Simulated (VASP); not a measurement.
Here is the system:

```xyz
2
Lattice="0.0000 2.3567 2.3567 2.3567 0.0000 2.3567 2.3567 2.3567 0.0000" Properties=species:S:1:pos:R:3 pbc="T T T"
Zr     0.0000     0.0000     0.0000
C      2.3567     2.3567     2.3567
```

The numbers are results of r2SCAN meta-GGA, VASP's PBE PAW potentials (set 64) (plane waves; VASP), not measurements. Numerical set-up: 600 eV cut-off, 12×12×12 Γ-centred mesh, first-order Methfessel-Paxton smearing of 0.10 eV, potentials Zr_sv C.

Question: Estimate the energy per atom (σ→0), band gap (on the k-mesh) with the smallest direct gap where there is one.

Answer: 
band gap (on the k-mesh): none (metal, semimetal or under 0.01 eV)
energy per atom (σ→0): -17.362 eV/atom

Only differences to runs with the same potentials and settings are physical.

The compound is ZrC in the rock salt structure. It was relaxed first.
